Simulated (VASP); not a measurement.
Here is the system:

```
CELL_PARAMETERS angstrom
      3.80228     0.00000     0.00000
      0.00000     3.80228     0.00000
      0.00000     0.00000     4.79120
ATOMIC_POSITIONS crystal
  Ho 0.50000 0.00000 0.23680
  Ho 0.00000 0.50000 0.76320
  N  0.00000 0.00000 0.00000
  N  0.50000 0.50000 0.00000
```

These are PBE GGA, VASP's PBE PAW potentials (set 64) (plane waves; VASP 6.6.1) values and carry that method's errors. Settings: 520 eV cut-off, 5×5×4 Γ-centred mesh, Gaussian smearing of 0.050 eV, potentials Ho_3 N.

The 4f electrons are frozen in the core of the lanthanide potential, so 4f levels, which can set the real gap, and their magnetism are missing.

### Question
What does the run give for the energy per atom (σ→0), pressure, largest force, band gap (on the k-mesh) with the smallest direct gap where there is one?

### Answer

The band gap (on the k-mesh) is none (metal, semimetal or under 0.01 eV), the energy per atom (σ→0) is -689.6 kJ/mol-atom and the pressure is 7.54 GPa. The largest force is 2.110 eV/Å.

The structure was generated: HoN was put into the litharge type (P4/nmm), which need not be its known phase. The cell was not relaxed at this level. The k-mesh is coarse (spacing up to 0.33 per Å, 2π included), so the numbers may not be converged in it.
